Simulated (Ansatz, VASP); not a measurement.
# Cross-check of BaC2 between VASP and Ansatz, part 2 of 2

One calculation is typed for both programs; each brings its own data sets. How far apart do they land? The cell is taken from a series of runs on this material, whose earlier steps may have relaxed, scaled, displaced or heated it; both programs get it as it stands.

VASP 6.6.1 and Ansatz 0.2.0.

So far: Starting point; VASP: zone-centre phonons, PBEsol.

## (3) Ansatz: zone-centre phonons, PBEsol

Level of this step: Ansatz beside VASP: Kohn-Sham DFT, plane waves, PBEsol (Ansatz).

Ansatz runs on its default PAW (the set named soft_2) files.

The same cell, functional and mesh now go to Ansatz, which takes its cutoff from its data sets.

Contents of input.yaml:

```yaml
crystal:
  lattice:
    - [2.5416668573, 1.4674320443, 2.4540292503]
    - [-2.5416668573, 1.4674320443, 2.4540292503]
    - [0.0, -2.9348640885, 2.4540292504]
  atoms:
    - { symbol: Ba, position: [0.0, 0.0, 0.0] }
    - { symbol: C, position: [0.5859222677, 0.5859222677, 0.5859222677] }
    - { symbol: C, position: [0.4140777323, 0.4140777323, 0.4140777323] }
kpoints:
  mp_grid: { grid: [6, 6, 6] }
hamiltonian:
  xc: pbesol
scf:
  occupations: { method: fixed }
output:
  eigenvalues: true
phonons:
  method: dfpt
  qmesh: [2, 2, 2]
  temperatures: { t_max: 1000, t_step: 50 }
  qpath:
    path:
      - [[0.0, 0.0, 0.0], [0.5, 0.5, 0.5], [0.59495583, 0.40504417, 0.5]]
      - [[0.5, -0.40504417, 0.40504417], [0.5, 0.0, 0.0], [0.0, 0.0, 0.0], [0.45252209, -0.45252209, 0.0]]
      - [[0.54747791, 0.0, 0.45252209], [0.5, 0.0, 0.5], [0.0, 0.0, 0.0]]
    npoints: 10
  non_analytic_term:
    high_frequency_dielectric_tensor: [[4.6959, 0.0, 0.0], [0.0, 4.6959, 0.0], [0.0, 0.0, 5.4598]]
    born_effective_charges:
      - { species: Ba, tensor: [[2.7952, 0.0, 0.0], [0.0, 2.7952, 0.0], [0.0, 0.0, 2.6765]] }
      - { species: C, tensor: [[-1.3976, 0.0, 0.0], [0.0, -1.3976, 0.0], [0.0, 0.0, -1.3382]] }
      - { species: C, tensor: [[-1.3976, 0.0, 0.0], [0.0, -1.3976, 0.0], [0.0, 0.0, -1.3382]] }
    source: "zone-centre run at this cell"
```

Started as:

```sh
$ ansatz run input.yaml --threads 4 --pin off --max-ram 7168MiB --backend cpu --events-out ev --progress --plain --runs-dir out
```

Numbers of over 12 decimals in the logs are rounded to 6 here.

What it wrote:

```text
Warning: phonons: the dynamical matrix that this run interpolates holds no multipole term above the dipole-dipole one, and a site of this crystal is no centre of inversion, so its interpolated transverse optical and acoustic branches and sound speeds can stay off near Gamma, and the density of states and the thermodynamics with them. What a run solves at a wave vector of phonons.qpoints, Gamma apart, where the deck admits one, is free of this, and under fd what a larger phonons.supercell samples
Engine: ansatz 0.2.0, aarch64-unknown-linux-gnu
Pseudopotentials: kind: paw
Pseudopotential: Ba, paw, valence charge 10, recommended cutoff 420 eV (normal), Ba.paw.azcp
Pseudopotential: C, paw, valence charge 4, recommended cutoff 420 eV (normal), C.paw.azcp
Functional definition: PBEsol
  exchange = pbesol_x
  correlation = pbesol_c
Crystal: 3 atoms, lattice volume = 54.917 Å³
Basis set: ecut = 420 eV, 1083 PW (Γ), exchange–correlation on 54×54×54 points (8 copies of the dense FFT grid, shifted against one another)
Bands: 13, of which v1, the nominal top of the filled ones, is band 9 counted from 1 (8 counted from 0)
Symmetry: 12 space group operations
k-points: 32 of 216
Non-local potential: Ba, projectors of the file, l = 0: 3, l = 1: 2, l = 2: 2, l = 3: 2
Non-local potential: C, projectors of the file, l = 0: 2, l = 1: 2, l = 2: 1
PAW form: soft (Blöchl's): semilocal exchange-correlation on the pseudo side does not see the compensation charge
PAW frozen core: Ba, regenerated for the run's functional, and the local potential with it (the file was generated under x = pbe(κ = 0.804, μ = 0.219515), c = pbe(β = 0.066725))
PAW frozen core: C, regenerated for the run's functional, and the local potential with it (the file was generated under x = pbe(κ = 0.804, μ = 0.219515), c = pbe(β = 0.066725))
PAW one-centre angular grid: Ba, 194 points (default); XC on 64 Gauss nodes
PAW one-centre angular grid: C, 110 points (default); XC on 64 Gauss nodes
Initial density: superposition of atomic densities (neutral atoms: chi_scale 0, normalization atom), corrected by the library's trained network
Initial wavefunctions: pseudopotential atomic-orbital guess
Functional: x = pbesol(κ = 0.804, μ = 0.123457), c = pbesol(β = 0.046)
SCF iter   1: F=—  HF=-6355.443512 eV  |F-HF|=—  |Δ(HF+E_count)|=         —  Δρ=5.11e-3  dr2=1.28e-2  ethr=1.77e-3  ⟨swp⟩=4.2  Hψ=2363  notcnv=0  defer=49
preconditioner: auto → none  [insulator: Δε(μ)=1.096 eV  Ē_g=11.623 eV  n_scr=12 (ndim 8)  ℏωp=20.0 eV  f_vac=0.000  ε∞_Penn≈4.0]
SCF iter   2: F=—  HF=-6355.441038 eV  |F-HF|=—  |Δ(HF+E_count)|=   2.47e-3  Δρ=1.41e-3  dr2=8.56e-4  ethr=7.09e-5  ⟨swp⟩=2.2  Hψ=873  notcnv=0  defer=64
SCF iter   3: F=—  HF=-6355.441337 eV  |F-HF|=—  |Δ(HF+E_count)|=   3.00e-4  Δρ=6.59e-4  dr2=1.73e-4  ethr=4.75e-6  ⟨swp⟩=3.6  Hψ=777  notcnv=0  defer=64
SCF iter   4: F=—  HF=-6355.441421 eV  |F-HF|=—  |Δ(HF+E_count)|=   8.36e-5  Δρ=1.70e-4  dr2=8.37e-6  ethr=9.63e-7  ⟨swp⟩=2.0  Hψ=588  notcnv=0  defer=64
SCF iter   5: F=—  HF=-6355.441431 eV  |F-HF|=—  |Δ(HF+E_count)|=   1.04e-5  Δρ=3.05e-5  dr2=8.96e-7  ethr=4.65e-8  ⟨swp⟩=2.0  Hψ=557  notcnv=0  defer=28
SCF iter   6: F=—  HF=-6355.441431 eV  |F-HF|=—  |Δ(HF+E_count)|=   1.94e-7  Δρ=6.13e-6  dr2=3.85e-8  ethr=4.98e-9  ⟨swp⟩=2.0  Hψ=538  notcnv=0  defer=3
SCF iter   7: F=—  HF=-6355.441431 eV  |F-HF|=—  |Δ(HF+E_count)|=   9.99e-9  Δρ=8.42e-7  dr2=8.37e-10  ethr=2.14e-10  ⟨swp⟩=2.5  Hψ=671  notcnv=0  defer=3
SCF iter   8: F=—  HF=-6355.441431 eV  |F-HF|=—  |Δ(HF+E_count)|=  2.78e-10  Δρ=1.46e-7  dr2=1.80e-11  ethr=4.65e-12  ⟨swp⟩=2.2  Hψ=583  notcnv=0  defer=3
SCF iter   9: F=-6355.441431 eV  HF=-6355.441431 eV  |F-HF|=5.46e-12  |Δ(HF+E_count)|=  3.64e-12  Δρ=8.26e-8  dr2=6.26e-12  ethr=1.00e-12  ⟨swp⟩=8.2  Hψ=2887  notcnv=0
SCF 1 converged in 9 iterations: F = -6355.441431 eV  dr2 = 6.26e-12
  greatest PAW one-centre occupation: 0.955 electrons in one spin orbital (limit 2), on the Ba atom at site 0 (counted from 0), in its partial waves of l = 0
NSCF: frozen V_eff on 32 k-points
NSCF: frozen V_eff on 68 k-points
DFPT response loops at q = (0, 0, 0) (fractional): preconditioner auto → none (the input reference at scf.mixing.eps_inf says where Resta's filter doesn't serve); β = 0.50; Broyden in place of MSR1
NSCF: frozen V_eff on 136 k-points
DFPT response loops at q = (0, 0, -0.5) (fractional): preconditioner auto → Resta (q_TF=auto, 2.265 Å⁻¹)  ε∞=7.1 (no band partly filled); β = 1.00, the filter's whole step (`scf.mixing.beta` (0.50) is not read by the response loops at its default; to damp them type it under 1.00, their step now; it binds the ground state too); Broyden in place of MSR1
NSCF: frozen V_eff on 224 k-points
DFPT response loops at q = (0, -0.5, -0.5) (fractional): mixed as the last ones told, above
NSCF: frozen V_eff on 136 k-points
DFPT response loops at q = (-0.5, -0.5, -0.5) (fractional): mixed as the last ones told, above
SCF converged after 9 iterations
Free energy (F): -6355.441431 eV
Harris-Foulkes:  -6355.441431 eV  (|F-HF|=5.46e-12)
Internal energy: -6355.441431 eV  (E = F + TS)
E sigma→0 (E₀):  -6355.441431 eV
Fermi energy:    7.607914 eV
--- Per-component energies (eV) ---
  E_band       = -27.753501
  E_kinetic    = 341.251540
  E_local      = -430.521045  (includes V_loc(G=0)·N_el)
  E_nonlocal   = 114.491596
  E_hartree    = 124.467306
  E_xc         = -261.105504
  E_vxc        = -252.610401  (∫ρ·V_xc dr)
  E_paw        = -5330.228659  (= ΣΔE_a)
  E_vpaw       = -49.299783  (= ΣTr[D̂ρ^β])
  E_aug_tail   = 0.000011  (compensation charges beyond the density's cutoff)
  E_ewald      = -913.990309
  E_core_change = 0.193634  (= ΣΔE_core)
  E_smearing   = -0.000000  (= −TS)
  E_closure    = -0.000000  (closes the sum)
  Σ components = -6355.441431   (vs F -6355.441431, Δ=0.00e0)
--- Band table (eV; the first three rows and the last of 32) ---
  k-point 0: bands = [... 5 lower, 5.1034, 5.4404, 6.7519, 6.7519, 8.7901, 8.7901, 12.8655, 12.8655]
  k-point 1: bands = [... 5 lower, 4.4465, 5.6707, 6.5829, 6.7235, 9.0438, 9.7597, 12.6525, 13.1808]
  k-point 2: bands = [... 5 lower, 3.6307, 5.6854, 6.2597, 6.8194, 9.7480, 11.7465, 12.0018, 13.5835]
  k-point 31: bands = [... 5 lower, 2.5204, 4.3342, 4.3342, 7.6079, 14.2079, 14.2079, 15.1551, 15.1551]
--- Phonons (Γ-DFPT): 4 representative perturbations + reference (Σ response iterations 12) ---
  ASR residual: 7.729e-5 → 0.000e0 eV/Å²; symmetrization residual: 2.209e-7 eV/Å²
  ASR residual per site (eV/Å²): 8.21e-6 7.73e-5 7.73e-5
  Γ frequencies (cm⁻¹): 0.00 0.00 0.00 164.14 168.41 168.41 299.72 299.72 1823.93
--- Phonons (arbitrary-q DFPT): 4 irreducible q on the 2×2×2 mesh ---
  q = [0.0000, 0.0000, 0.0000] (star 1, of the zone-centre solve; hermiticity 5.97e-9, symmetrization 1.20e-11): -0.00 -0.00 -0.00 164.14 168.41 168.41 299.72 299.72 1823.93
  q = [0.0000, 0.0000, -0.5000] (star 3, 6 solved perturbations on 68 of 216 k-point pairs; hermiticity 1.54e-8, symmetrization 1.33e-15): 48.51 53.88 126.91 188.65 196.09 261.71 277.60 307.98 1826.98
  q = [0.0000, -0.5000, -0.5000] (star 3, 4 solved perturbations in 360 linear systems a pass and spin channel, the states on 112 of 216 k-point pairs; hermiticity 9.76e-9, symmetrization 1.06e-10): 45.73 94.73 102.10 157.76 216.37 232.53 252.25 296.61 1829.24
  q = [-0.5000, -0.5000, -0.5000] (star 1, 4 solved perturbations in 200 linear systems a pass and spin channel, the states on 68 of 216 k-point pairs; hermiticity 1.26e-8, symmetrization 1.34e-10): 89.95 89.95 108.39 197.33 197.33 231.18 268.90 268.90 1832.05
  sum rule: each row above includes the acoustic sum rule's correction from the zone centre's row sums; it moved no ω² by more than (1.32 cm⁻¹)²
  mesh force constants: q→R imaginary residual 9.78e-19; ASR residual 7.729e-5 → 0.000e0 eV/Å²; symmetrization residual 5.889e-15 eV/Å²
  interpolated dispersion: 74 rows × 9 modes
  density of states and harmonic sums: on the 16×16×16 q-mesh, interpolated from the force constants of a 2×2×2 supercell (with the dipole–dipole term of supplied tensors)
  largest difference from the sums on the solved wave vectors: F 6.76e-2 eV, S 1.00e-4 and C_V 3.21e-5 eV/K
  zero-point energy: 0.202179 eV/cell   skipped modes (ω ≤ 0): 3   left out of the sums: 8.14e-5 of the cell's modes: C_V's classical limit lies that fraction below 3 k_B per atom; for a crystal, a wire or a layer, F and S can be off by more, and a phonons.interpolated_qmesh denser along its periods is the remedy for the sampling
```

Reading the cycles: dr2 is the Hartree energy of the density residual (eV), the measure of convergence; HF is the Harris–Foulkes estimate of the energy, which meets the free energy F at convergence.

## (4) Side by side

Known differences besides the potentials themselves: fixed occupations in Ansatz, narrow Gaussian smearing in VASP; VASP's run holds the zone centre alone; the cutoff is 420 eV in Ansatz and 600 eV in VASP; Ansatz makes its cores anew for this functional, VASP keeps those of its PBE data sets. Total energies have different zeros and are not compared.

Compared:

| quantity | Ansatz | VASP | difference |
| --- | --- | --- | --- |
| optical mode 1 (cm⁻¹) | 164.1 | 169.0 | -2.89 % |
| optical mode 2 to 3 (cm⁻¹) | 168.4 | 177.7 | -5.20 % |
| optical mode 4 to 5 (cm⁻¹) | 299.7 | 302.5 | -0.91 % |
| optical mode 6 (cm⁻¹) | 1823.9 | 1831.0 | -0.39 % |

Modes are paired by rising frequency, not by their patterns, so a pair may set unlike modes beside each other; they are those without the splitting of longitudinal modes.

## (5) Results

```json
{"r.m.s. difference of the optical zone-centre modes, each program's sorted by frequency (zone-centre phonons, PBEsol)": "6.6 cm⁻¹", "difference in optical mode 2 to 3 (zone-centre phonons, PBEsol)": "-5.2 %"}
```

The r.m.s. difference of the optical zone-centre modes, each program's sorted by frequency is 6.6 cm⁻¹ (zone-centre phonons, PBEsol). Among the rows given in per cent, the largest difference of the zone-centre phonons, PBEsol pair is in optical mode 2 to 3, -5.2 %. 2 further runs of this series are not shown here. Such differences can come from data sets, numerical settings and the points named under the comparisons, not from the functional's error against experiment.

[Lines on the potential files, build, host, timing and source positions are cut from VASP's logs without a mark.]

[Logs are printed without paths, hosts, clocks, repeated set-up lines and the standing remarks that a program may print on its own settings, such as how far it seeks lower states.]

[Hosts, paths, dates, database ids (printed as entryN), source tags and the programs' standing remarks are cut or masked in the printed files.]
